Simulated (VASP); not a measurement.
Method: r2SCAN meta-GGA, VASP's PBE PAW potentials (set 64) (plane waves; VASP 6.6.1).

VASP input:

**INCAR**
```
# general
SYSTEM   =  V
PREC     =  Accurate
ENCUT    =  480
LREAL    =  F
LASPH    =  T

# electronic loop
EDIFF    =  1E-6
NELM     =  100
ALGO     =  Normal
LMAXMIX  =  4
LMIXTAU  =  T

# smearing
ISMEAR   =  1
SIGMA    =  0.1

# functional
METAGGA  =  R2SCAN

# ions
IBRION   =  2
NSW      =  60
ISIF     =  3
EDIFFG   =  -0.01

# output
LWAVE    =  F
LCHARG   =  F
```

**KPOINTS**
```
Automatic mesh
0
Gamma
15 15 15
0 0 0
```

File POSCAR:
```
V
1
   -1.5150000000     1.5150000000     1.5150000000
    1.5150000000    -1.5150000000     1.5150000000
    1.5150000000     1.5150000000    -1.5150000000
V
1
Direct
  0.0000000000   0.0000000000   0.0000000000
```

POTCAR, in this order: V_sv (PBE.64 set). Program: vasp_std.

Output of the run:

**OUTCAR**
```
 ion  position               nearest neighbor table
   1  0.000  0.000  0.000-
  LATTYP: Found a body centered cubic cell.
 ALAT       =     3.0300000000
 Subroutine PRICEL returns:
 Original cell was already a primitive cell.
 Subroutine GETGRP returns: Found 48 space group operations
The static configuration has the point symmetry O_h .
The dynamic configuration has the point symmetry O_h .
 Subroutine INISYM returns: Found 48 space group operations
 Subroutine IBZKPT returns following result:
 Found    120 irreducible k-points:

 Following reciprocal coordinates:
            Coordinates               Weight
  0.000000  0.000000  0.000000      1.000000
  0.066667  0.000000  0.000000     12.000000
  0.133333  0.000000  0.000000     12.000000
  0.200000  0.000000  0.000000     12.000000
  0.266667  0.000000  0.000000     12.000000
  0.333333  0.000000  0.000000     12.000000
  0.400000  0.000000  0.000000     12.000000
  0.466667  0.000000  0.000000     12.000000
  0.066667  0.066667  0.000000     24.000000
  0.133333  0.066667  0.000000     48.000000
  0.200000  0.066667 -0.000000     48.000000
  0.266667  0.066667  0.000000     48.000000
  0.333333  0.066667  0.000000     48.000000
  0.400000  0.066667  0.000000     48.000000
  0.466667  0.066667  0.000000     24.000000
  0.133333  0.133333  0.000000     24.000000
  0.200000  0.133333  0.000000     48.000000
  0.266667  0.133333 -0.000000     48.000000
  0.333333  0.133333  0.000000     48.000000
  0.400000  0.133333  0.000000     48.000000
  0.200000  0.200000  0.000000     24.000000
  0.266667  0.200000 -0.000000     48.000000
  0.333333  0.200000  0.000000     48.000000
  0.400000  0.200000 -0.000000     24.000000
  0.266667  0.266667  0.000000     24.000000
...
```

File OSZICAR:
```
       N       E                     dE             d eps       ncg     rms          rms(c)
DAV:   1     0.750665010442E+02    0.75067E+02   -0.71609E+03  2408   0.137E+03
DAV:   2    -0.174162558224E+02   -0.92483E+02   -0.90667E+02  2466   0.367E+02
DAV:   3    -0.189269083655E+02   -0.15107E+01   -0.14727E+01  2562   0.546E+01
DAV:   4    -0.189382860585E+02   -0.11378E-01   -0.11369E-01  2450   0.482E+00
DAV:   5    -0.189384110609E+02   -0.12500E-03   -0.12500E-03  2492   0.521E-01    0.217E+01
DAV:   6    -0.138129812272E+02    0.51254E+01   -0.14552E+01  2414   0.615E+01    0.387E+00
DAV:   7    -0.141280528538E+02   -0.31507E+00   -0.12609E+00  2404   0.164E+01    0.203E+00
DAV:   8    -0.140933003696E+02    0.34752E-01   -0.22524E-01  2402   0.696E+00    0.874E-01
DAV:   9    -0.141192077689E+02   -0.25907E-01   -0.17284E-02  2402   0.200E+00    0.806E-01
DAV:  10    -0.141149974094E+02    0.42104E-02   -0.25289E-02  2406   0.234E+00    0.756E-02
DAV:  11    -0.141159151113E+02   -0.91770E-03   -0.12905E-03  2400   0.526E-01    0.153E-01
DAV:  12    -0.141151083260E+02    0.80679E-03   -0.66649E-04  2400   0.327E-01    0.141E-01
DAV:  13    -0.141148021047E+02    0.30622E-03   -0.79604E-04  2412   0.403E-01    0.385E-03
DAV:  14    -0.141148041241E+02   -0.20195E-05   -0.79381E-06  2394   0.396E-02    0.463E-03
DAV:  15    -0.141148018663E+02    0.22578E-05   -0.49423E-07  1234   0.990E-03    0.121E-03
DAV:  16    -0.141148024198E+02   -0.55345E-06   -0.66290E-08  1200   0.376E-03
   1 F= -.14114802E+02 E0= -.14114676E+02  d E =-.141148E+02
       N       E                     dE             d eps       ncg     rms          rms(c)
DAV:   1    -0.164633749053E+02   -0.23486E+01   -0.50940E+01  2400   0.125E+02    0.188E+01
DAV:   2    -0.140556368055E+02    0.24077E+01   -0.83953E+00  2408   0.474E+01    0.382E+00
DAV:   3    -0.141002482481E+02   -0.44611E-01   -0.10473E-01  2400   0.439E+00    0.235E+00
DAV:   4    -0.140243353962E+02    0.75913E-01   -0.15299E-01  2400   0.475E+00    0.969E-01
DAV:   5    -0.140960003725E+02   -0.71665E-01   -0.91405E-02  2400   0.406E+00    0.424E-01
DAV:   6    -0.141018250302E+02   -0.58247E-02   -0.79640E-03  2400   0.133E+00    0.298E-02
DAV:   7    -0.141020936047E+02   -0.26857E-03   -0.78080E-04  2400   0.447E-01    0.180E-02
DAV:   8    -0.141021636614E+02   -0.70057E-04   -0.46003E-05  2402   0.115E-01    0.166E-02
DAV:   9    -0.141021738704E+02   -0.10209E-04   -0.93748E-06  2414   0.431E-02    0.251E-03
DAV:  10    -0.141021920010E+02   -0.18131E-04   -0.11186E-06  1512   0.172E-02    0.142E-03
DAV:  11    -0.141021832892E+02    0.87119E-05   -0.16702E-07  1200   0.789E-03    0.792E-04
DAV:  12    -0.141021867361E+02   -0.34470E-05   -0.40785E-08  1200   0.391E-03    0.507E-05
DAV:  13    -0.141021856646E+02    0.10716E-05   -0.83670E-09  1200   0.182E-03    0.168E-04
DAV:  14    -0.141021862794E+02   -0.61480E-06   -0.99418E-10  1200   0.557E-04
   2 F= -.14102186E+02 E0= -.14102529E+02  d E =0.126161E-01
       N       E                     dE             d eps       ncg     rms          rms(c)
DAV:   1    -0.149387787334E+02   -0.83659E+00   -0.17685E+01  2402   0.781E+01    0.938E+00
DAV:   2    -0.141099072902E+02    0.82887E+00   -0.38729E+00  2414   0.282E+01    0.176E+00
DAV:   3    -0.141297180152E+02   -0.19811E-01   -0.41792E-02  2400   0.268E+00    0.814E-01
DAV:   4    -0.141046815332E+02    0.25036E-01   -0.52658E-02  2400   0.278E+00    0.309E-01
DAV:   5    -0.141307412099E+02   -0.26060E-01   -0.27818E-02  2400   0.219E+00    0.164E-01
DAV:   6    -0.141312465192E+02   -0.50531E-03   -0.11996E-03  2400   0.537E-01    0.313E-02
DAV:   7    -0.141317370897E+02   -0.49057E-03   -0.52219E-04  2400   0.350E-01    0.895E-03
DAV:   8    -0.141317130436E+02    0.24046E-04   -0.68697E-06  2414   0.388E-02    0.374E-03
DAV:   9    -0.141317226660E+02   -0.96223E-05   -0.22555E-06  2348   0.214E-02    0.268E-03
DAV:  10    -0.141317050390E+02    0.17627E-04   -0.47054E-07  1200   0.120E-02    0.767E-04
DAV:  11    -0.141317105554E+02   -0.55165E-05   -0.29719E-08  1200   0.292E-03    0.118E-04
DAV:  12    -0.141317088854E+02    0.16700E-05   -0.36217E-09  1200   0.970E-04    0.705E-05
DAV:  13    -0.141317093396E+02   -0.45414E-06   -0.19849E-09  1200   0.724E-04
   3 F= -.14131709E+02 E0= -.14131671E+02  d E =-.169069E-01
       N       E                     dE             d eps       ncg     rms          rms(c)
DAV:   1    -0.141319051076E+02   -0.19622E-03   -0.41271E-03  2402   0.116E+00    0.153E-01
DAV:   2    -0.141317029648E+02    0.20214E-03   -0.87767E-04  2410   0.441E-01    0.325E-02
DAV:   3    -0.141317097492E+02   -0.67844E-05   -0.86325E-06  2400   0.391E-02    0.156E-02
DAV:   4    -0.141317062227E+02    0.35265E-05   -0.12243E-05  2400   0.416E-02    0.550E-03
DAV:   5    -0.141317096456E+02   -0.34229E-05   -0.65135E-06  2400   0.329E-02    0.270E-03
DAV:   6    -0.141317128198E+02   -0.31742E-05   -0.44106E-07  1200   0.104E-02    0.106E-03
DAV:   7    -0.141317104090E+02    0.24108E-05   -0.14338E-07  1200   0.631E-03    0.254E-04
DAV:   8    -0.141317107457E+02   -0.33670E-06   -0.42434E-09  1200   0.116E-03
   4 F= -.14131711E+02 E0= -.14131678E+02  d E =-.169083E-01
```

**OUTCAR**
```
------------------------ aborting loop because EDIFF is reached ----------------------------------------
  FORCE on cell =-STRESS in cart. coord.  units (eV):
  Direction    XX          YY          ZZ          XY          YZ          ZX
  --------------------------------------------------------------------------------------
  Total        0.0049971      0.0049971      0.0049971     -0.0000000      0.0000000      0.0000000
  in kB        0.6032669      0.6032669      0.6032669     -0.0000000      0.0000000      0.0000000
  external PRESSURE =       0.6032669 kB  Pullay stress =       0.0000000 kB
  volume of cell :       13.27
      direct lattice vectors                 reciprocal lattice vectors
    -1.491486222  1.491486222  1.491486222     0.000000000  0.335236084  0.335236084
     1.491486222 -1.491486222  1.491486222     0.335236084  0.000000000  0.335236084
     1.491486222  1.491486222 -1.491486222     0.335236084  0.335236084  0.000000000
 POSITION                                       TOTAL-FORCE (eV/Angst)
 -----------------------------------------------------------------------------------
      2.98297      0.00000      0.00000         0.000000     -0.000000      0.000000
 -----------------------------------------------------------------------------------
    total drift:                                0.000000     -0.000000     -0.000000
  FREE ENERGIE OF THE ION-ELECTRON SYSTEM (eV)
  ---------------------------------------------------
  free  energy   TOTEN  =       -14.1317107457 eV

  energy  without entropy=      -14.1316118962  energy(sigma->0) =      -14.13167780

 reached required accuracy - stopping structural energy minimisation
```
(Selected blocks of OUTCAR.)

### CONTCAR
```
V
   1.00000000000000
    -1.4914862217074036    1.4914862217074036    1.4914862217074036
     1.4914862217074036   -1.4914862217074036    1.4914862217074036
     1.4914862217074036    1.4914862217074036   -1.4914862217074036
  V
     1
Direct
     0.0000000000000000    1.0000000000000000    1.0000000000000000
```

Energy and stress use the plane-wave basis of the starting cell.

The compound is V in the bcc structure. This run relaxes it. Symmetry was kept, so distortions that lower it aren't found. The run is not spin-polarised, so no magnetic state was tried.
